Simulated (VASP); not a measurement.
# Nb3B5 (P-6m2) in VASP: a series of runs

The runs below take Nb3B5 through relaxation of cell and atoms, with PBE.

All numbers are computed with VASP 6.6.1; they aren't measurements. Logs are shortened: lines on timing, memory, paths and dates and some standing lists are left out, and cuts for length are marked.

**1. Starting point**

It takes space group P-6m2 (No. 187, hexagonal). Conventional cell: a = 3.118 Å, b = 3.118 Å, c = 9.653 Å, α = 90.00°, β = 90.00°, γ = 120.00°. Around Nb (site symmetry 3m) lie 9 B at 2.36 to 2.44 Å. Nb (site symmetry -6m2) is surrounded by 12 B at 2.44 to 2.47 Å. Around B (site symmetry -6m2) lie 6 Nb at 2.36 Å. B (site symmetry 3m) has 3 B at 1.80 Å as nearest neighbours. B (site symmetry 3m) is surrounded by 3 B at 1.80 Å.

The cell was built by a generator and needn't be a form met in nature.

**2. Relaxation of cell and atoms, PBE**

INCAR reads:

```
SYSTEM = Nb3B5
ALGO = Normal
EDIFF = 1E-6
EDIFFG = -0.01
ENCUT = 520
GGA = PE
IBRION = 2
ISIF = 3
ISMEAR = 0
KPAR = 4
LASPH = .True.
LCHARG = .False.
LREAL = .False.
LWAVE = .False.
NELM = 120
NSW = 90
PREC = Accurate
SIGMA = 0.1
```

KPOINTS reads:

```
k-points
0
Gamma
  12 12 4
  0 0 0
```

POSCAR reads:

```
Nb3B5
1.0
    3.1178843000      0.0000000000      0.0000000000
   -1.5589421500      2.7001670100      0.0000000000
    0.0000000000      0.0000000000      9.6530000000
Nb B
3 5
Direct
    0.0000000000      0.0000000000      0.1581891600
    0.0000000000      0.0000000000      0.8418108400
    0.0000000000      0.0000000000      0.5000000000
    0.3333333300      0.6666666700      0.0000000000
    0.3333333300      0.6666666700      0.3291204800
    0.6666666700      0.3333333300      0.3250802900
    0.3333333300      0.6666666700      0.6708795200
    0.6666666700      0.3333333300      0.6749197100
```

Potentials or basis: VASP PAW PBE potentials, release 64 (Nb_sv, B).

On the command line:

```bash
> cat potpaw_PBE.64/Nb_sv/POTCAR potpaw_PBE.64/B/POTCAR > POTCAR
> mpirun -np 4 vasp_std > vasp.out
```

OUTCAR:

```text
SYSTEM = Nb3B5
   EDIFF = 1E-6
   EDIFFG = -0.01
   ENCUT = 520
   GGA = PE
   IBRION = 2
   ISIF = 3
   ISMEAR = 0
   LASPH = .True.
   LREAL = .False.
   NELM = 120
   NSW = 90
   PREC = Accurate

 ion  position               nearest neighbor table
   1  0.000  0.000  0.158-   4 2.36   4 2.36   4 2.36   6 2.42   6 2.42   6 2.42   5 2.44   5 2.44
                             5 2.44
   2  0.000  0.000  0.842-   4 2.36   4 2.36   4 2.36   8 2.42   8 2.42   8 2.42   7 2.44   7 2.44
                             7 2.44
   3  0.000  0.000  0.500-   5 2.44   7 2.44   5 2.44   7 2.44   5 2.44   7 2.44   6 2.47   8 2.47
                             6 2.47   8 2.47   6 2.47   8 2.47
   4  0.333  0.667  0.000-   1 2.36   2 2.36   1 2.36   2 2.36   1 2.36   2 2.36
   5  0.333  0.667  0.329-   6 1.80   6 1.80   6 1.80   3 2.44   3 2.44   3 2.44   1 2.44   1 2.44
                             1 2.44
   6  0.667  0.333  0.325-   5 1.80   5 1.80   5 1.80   1 2.42   1 2.42   1 2.42   3 2.47   3 2.47
                             3 2.47
   7  0.333  0.667  0.671-   8 1.80   8 1.80   8 1.80   3 2.44   3 2.44   3 2.44   2 2.44   2 2.44
                             2 2.44
   8  0.667  0.333  0.675-   7 1.80   7 1.80   7 1.80   2 2.42   2 2.42   2 2.42   3 2.47   3 2.47
                             3 2.47

  LATTYP: Found a hexagonal cell.
 ALAT       =     3.1178843000
 C/A-ratio  =     3.0960096884

  Lattice vectors:

 A1 = (   3.1178843000,   0.0000000000,   0.0000000000)
 A2 = (  -1.5589421500,   2.7001670100,   0.0000000000)
 A3 = (   0.0000000000,   0.0000000000,   9.6530000000)

Analysis of symmetry for initial positions (statically):
=====================================================================
 Subroutine PRICEL returns:
 Original cell was already a primitive cell.

 Routine SETGRP: Setting up the symmetry group for a
 hexagonal supercell.

 Subroutine GETGRP returns: Found 12 space group operations
 (whereof 12 operations were pure point group operations)
 out of a pool of 24 trial point group operations.

The static configuration has the point symmetry D_3h.

Analysis of symmetry for dynamics (positions and initial velocities):
=====================================================================
 Subroutine PRICEL returns:
 Original cell was already a primitive cell.

 Routine SETGRP: Setting up the symmetry group for a
 hexagonal supercell.

 Subroutine GETGRP returns: Found 12 space group operations
 (whereof 12 operations were pure point group operations)
[... 125 lines left out ...]
   NELECT =      54.0000    total number of electrons
   NUPDOWN=      -1.0000    fix difference up-down
   EMIN   =  10.00;   EMAX   =-10.00  energy-range for DOS
   EFERMI =   0.00;   METHOD = LEGACY
   ISMEAR =     0;   SIGMA  =   0.10  broadening in eV -4-tet -1-fermi 0-gaus
   EFERMI_NEDOS =   21; number of points for ismear=-14 and -15
   IALGO  =     38    algorithm
   IMIX   =      4    mixing-type and parameters
     AMIX     =   0.40;   BMIX     =  1.00
     AMIX_MAG =   1.60;   BMIX_MAG =  1.00
  volume/ion in A,a.u.               =      10.16        68.55
  Fermi-wavevector in a.u.,A,eV,Ry     =   1.428571  2.699607 27.766968  2.040815
  Thomas-Fermi vector in A             =   2.548618
   LORBIT       =      0    0 simple, 1 ext, 2 COOP (PROOUT), +10 PAW based schemes
   GGA     = PE    functional components
   LHFCALC =     F    Hartree Fock is set to
   AEXX    =    0.0000 exact exchange contribution
   IVDW    =     0    specifies the selected vdW correction
   LEPSILON=     F    determine dielectric tensor
   LRPA    =     F    only Hartree local field effects (RPA)
 conjugate gradient relaxation of ions
 non-spin polarized calculation
 Gauss-broadening in eV      SIGMA  =   0.10
  energy-cutoff  :      520.00
  volume of cell :       81.27
 maximum number of plane-waves:      2206
 NGX is ok and might be reduce to    24

--------------------------------------- Ionic step        1  -------------------------------------------

 number of electron      54.0000000 magnetization

 Free energy of the ion-electron system (eV)
  ---------------------------------------------------
  ext. energy  EPLUGINS =         0.00000000
  ---------------------------------------------------
  free energy    TOTEN  =       -69.39987771 eV

  energy without entropy =      -69.39392891  energy(sigma->0) =      -69.39690331

------------------------ aborting loop because EDIFF is reached ----------------------------------------

  FORCE on cell =-STRESS in cart. coord.  units (eV):
  Direction    XX          YY          ZZ          XY          YZ          ZX
  --------------------------------------------------------------------------------------
  -------------------------------------------------------------------------------------
  Total        0.0892157      0.0892157     -0.2835340      0.0000000     -0.0000000     -0.0000000
  in kB        1.7588912      1.7588912     -5.5898842      0.0000000     -0.0000000     -0.0000000
  external PRESSURE =      -0.6907006 kB  Pullay stress =       0.0000000 kB
[... 281 lines left out ...]
--------------------------------------- Ionic step        8  -------------------------------------------

 number of electron      54.0000000 magnetization

 Free energy of the ion-electron system (eV)
  ---------------------------------------------------
  ext. energy  EPLUGINS =         0.00000000
  ---------------------------------------------------
  free energy    TOTEN  =       -69.40215726 eV

  energy without entropy =      -69.39635395  energy(sigma->0) =      -69.39925560

 E-fermi :  11.0484     XC(G=0): -12.8066

 val. band max:       11.0472052999   @ k =   0.0833   0.0833   0.0000
 cond. band min:      11.0719136834   @ k =   0.0833   0.0833   0.0000
 fundamental gap:      0.0247083834
 Fermi energy:        11.0484197579

 k-point     1 :       0.0000    0.0000    0.0000
  band No.  band energies     occupation
      1     -44.4895      2.00000
      2     -43.6220      2.00000
      3     -43.5958      2.00000
      4     -20.7914      2.00000
      5     -20.2434      2.00000
      6     -20.2434      2.00000
[... 829 lines left out ...]
     31      13.1565      0.00000
     32      13.5082      0.00000

 [... further k-points ...]

------------------------ aborting loop because EDIFF is reached ----------------------------------------

  FORCE on cell =-STRESS in cart. coord.  units (eV):
  Direction    XX          YY          ZZ          XY          YZ          ZX
  --------------------------------------------------------------------------------------
  -------------------------------------------------------------------------------------
  Total        0.0069847      0.0069847      0.0050151     -0.0000000      0.0000000     -0.0000000
  in kB        0.1377363      0.1377363      0.0988950     -0.0000000      0.0000000     -0.0000000
  external PRESSURE =       0.1247892 kB  Pullay stress =       0.0000000 kB
[... 23 lines left out ...]
  FREE ENERGIE OF THE ION-ELECTRON SYSTEM (eV)
  ---------------------------------------------------
  free  energy   TOTEN  =       -69.4021572555 eV

  energy  without entropy=      -69.3963539454  energy(sigma->0) =      -69.39925560

 reached required accuracy - stopping structural energy minimisation
```

OSZICAR:

```text
N       E                     dE             d eps       ncg     rms          rms(c)
DAV:   1     0.575085606758E+03    0.57509E+03   -0.29462E+04  3648   0.173E+03
DAV:   2    -0.266288073066E+02   -0.60171E+03   -0.59378E+03  4432   0.659E+02
DAV:   3    -0.755441364001E+02   -0.48915E+02   -0.48508E+02  6376   0.139E+02
DAV:   4    -0.786363448691E+02   -0.30922E+01   -0.30828E+01  5816   0.300E+01
[... 59 lines left out ...]
DAV:   5    -0.694021584840E+02    0.92993E-06   -0.56139E-06  4552   0.129E-02
   7 F= -.69402158E+02 E0= -.69399259E+02  d E =-.364337E-04
       N       E                     dE             d eps       ncg     rms          rms(c)
DAV:   1    -0.694021602215E+02   -0.80757E-06   -0.14386E-04  4248   0.110E-01    0.107E-02
DAV:   2    -0.694021578640E+02    0.23575E-05   -0.10103E-05  4704   0.301E-02    0.408E-03
DAV:   3    -0.694021572555E+02    0.60853E-06   -0.29152E-06  3048   0.122E-02
   8 F= -.69402157E+02 E0= -.69399256E+02  d E =-.352051E-04
```

CONTCAR:

```text
Nb3B5
   1.00000000000000
     3.1202088738924196    0.0000000000000000   -0.0000000000000000
    -1.5601044369462098    2.7021801500441205   -0.0000000000000000
    -0.0000000000000000   -0.0000000000000000    9.6363759976240626
  Nb              B
     3     5
Direct
     0.0000000000000000    0.0000000000000000    0.1578636407225292
     0.0000000000000000    0.0000000000000000    0.8421363592774709
     0.0000000000000000    0.0000000000000000    0.5000000000000000
     0.3333333300000021    0.6666666699999979    0.0000000000000000
     0.3333333300000021    0.6666666699999979    0.3295925407729934
     0.6666666699999979    0.3333333300000021    0.3238486145226150
     0.3333333300000021    0.6666666699999979    0.6704074592270064
     0.6666666699999979    0.3333333300000021    0.6761513854773851

  0.00000000E+00  0.00000000E+00  0.00000000E+00
  0.00000000E+00  0.00000000E+00  0.00000000E+00
  0.00000000E+00  0.00000000E+00  0.00000000E+00
  0.00000000E+00  0.00000000E+00  0.00000000E+00
  0.00000000E+00  0.00000000E+00  0.00000000E+00
  0.00000000E+00  0.00000000E+00  0.00000000E+00
  0.00000000E+00  0.00000000E+00  0.00000000E+00
  0.00000000E+00  0.00000000E+00  0.00000000E+00
```

Run time: 1.9 min. Hardware: 4 MPI ranks of AMD EPYC 9R45 (Zen 5), shared host; peak memory 0.25 GiB.

Results:

- Free energy: -69.4022 eV
- Relaxed volume: 10.16 Å³/atom
- Relaxed cell: a = 3.120 Å, b = 3.120 Å, c = 9.636 Å, α = 90.00°, β = 90.00°, γ = 120.00°
- Space group after relaxing (to 0.05 Å): P-6m2 (No. 187)
- Energy gained by relaxing: 0.3 meV/atom
- Ionic steps: 8
- Pressure after relaxing: 0.0 GPa
- Largest force after relaxing: 0.010 eV/Å
- Band gap on the k mesh: none (metal or under the smearing width)

Forces in eV/Å, atoms in the order of the input:
```
Nb   0.000  0.000 -0.010
Nb   0.000  0.000  0.010
Nb   0.000  0.000  0.000
B    0.000  0.000  0.000
B    0.000  0.000 -0.009
B    0.000  0.000  0.000
B    0.000  0.000  0.009
B    0.000  0.000  0.000
```

The path:
```
step  energy change (eV)  largest force (eV/Å)  pressure (GPa)  volume (Å³)
   1              0.0000                0.1250           -0.07        81.27
   2             -0.0019                0.0657            0.09        81.22
   3             -0.0021                0.0392            0.15        81.19
   4             -0.0022                0.0116           -0.20        81.30
   5             -0.0022                0.0113           -0.15        81.28
   6             -0.0023                0.0166            0.13        81.21
   7             -0.0023                0.0101            0.05        81.24
   8             -0.0023                0.0097            0.01        81.25
```

Final structure:
```
Nb B
1.0
     3.12021    0.00000    0.00000
    -1.56010    2.70218    0.00000
     0.00000    0.00000    9.63638
Nb B
3 5
Cartesian
  0.0000 0.0000 1.5212
  0.0000 0.0000 8.1151
  0.0000 0.0000 4.8182
  0.0000 1.8015 0.0000
  0.0000 1.8015 3.1761
  1.5601 0.9007 3.1207
  0.0000 1.8015 6.4603
  1.5601 0.9007 6.5156
```

**3. Relaxation of cell and atoms, PBE**

INCAR, as its differences from that of step 2:

```diff
@@ -2,4 +2,4 @@
 ALGO = Normal
-EDIFF = 1E-6
-EDIFFG = -0.01
+EDIFF = 1E-7
+EDIFFG = -0.005
 ENCUT = 520
@@ -15,3 +15,4 @@
 NELM = 120
-NSW = 90
+NSW = 60
+POTIM = 0.3
 PREC = Accurate
```

KPOINTS is that of step 2.

POSCAR reads:

```
Nb3B5                                   
1.0
    3.1202088739      0.0000000000     -0.0000000000
   -1.5601044369      2.7021801500     -0.0000000000
   -0.0000000000     -0.0000000000      9.6363759976
  Nb              B             
     3     5
Direct
     0.0000000000000000    0.0000000000000000    0.1578636407225292
     0.0000000000000000    0.0000000000000000    0.8421363592774709
     0.0000000000000000    0.0000000000000000    0.5000000000000000
     0.3333333300000021    0.6666666699999979    0.0000000000000000
     0.3333333300000021    0.6666666699999979    0.3295925407729934
     0.6666666699999979    0.3333333300000021    0.3238486145226150
     0.3333333300000021    0.6666666699999979    0.6704074592270064
     0.6666666699999979    0.3333333300000021    0.6761513854773851
```

Potentials or basis: VASP PAW PBE potentials, release 64 (Nb_sv, B).

On the command line:

```bash
> cat potpaw_PBE.64/Nb_sv/POTCAR potpaw_PBE.64/B/POTCAR > POTCAR
> mpirun -np 4 vasp_std > vasp.out
```

Run time: 55 s. Hardware: 4 MPI ranks of AMD EPYC 9R45 (Zen 5), shared host; peak memory 0.25 GiB.

It converged, with:

```yaml
Free_energy: -69.4022 eV
Relaxed_volume: 10.15 Å³/atom
Relaxed_cell: a = 3.120 Å, b = 3.120 Å, c = 9.636 Å, α = 90.00°, β = 90.00°, γ = 120.00°
Space_group_after_relaxing_to_0.05_Å: P-6m2 (No. 187)
Energy_gained_by_relaxing: 0.0 meV/atom
Ionic_steps: 3
Pressure_after_relaxing: 0.0 GPa
Largest_force_after_relaxing: 0.004 eV/Å
Band_gap_on_the_k_mesh: none (metal or under the smearing width)
```

Forces on the atoms (eV/Å):
```
Nb   0.000  0.000  0.004
Nb   0.000  0.000 -0.004
Nb   0.000  0.000  0.000
B    0.000  0.000  0.000
B    0.000  0.000 -0.002
B    0.000  0.000 -0.003
B    0.000  0.000  0.002
B    0.000  0.000  0.003
```

Final structure:
```
Nb B
1.0
     3.12001    0.00000    0.00000
    -1.56000    2.70201    0.00000
     0.00000    0.00000    9.63646
Nb B
3 5
Direct
  0.00000 0.00000 0.15779
  0.00000 0.00000 0.84221
  0.00000 0.00000 0.50000
  0.33333 0.66667 0.00000
  0.33333 0.66667 0.32951
  0.66667 0.33333 0.32384
  0.33333 0.66667 0.67049
  0.66667 0.33333 0.67616
```

Levels at points of the mesh, in eV from the Fermi level:
```csv
k point,band 24,band 25,band 26,band 27,band 28,band 29,band 30,band 31
"(0.00, 0.00, 0.00)",-0.95,-0.95,-0.77,-0.77,0.35,0.35,0.57,1.55
"(0.50, 0.00, 0.00)",-2.97,-2.09,-0.08,-0.03,1.39,1.94,2.12,2.89
"(0.00, 0.00, 0.50)",-0.98,-0.81,-0.29,-0.29,0.24,0.43,0.43,1.13
"(0.50, 0.00, 0.50)",-3.21,-2.11,-0.55,-0.16,2.05,2.61,2.77,2.88
```
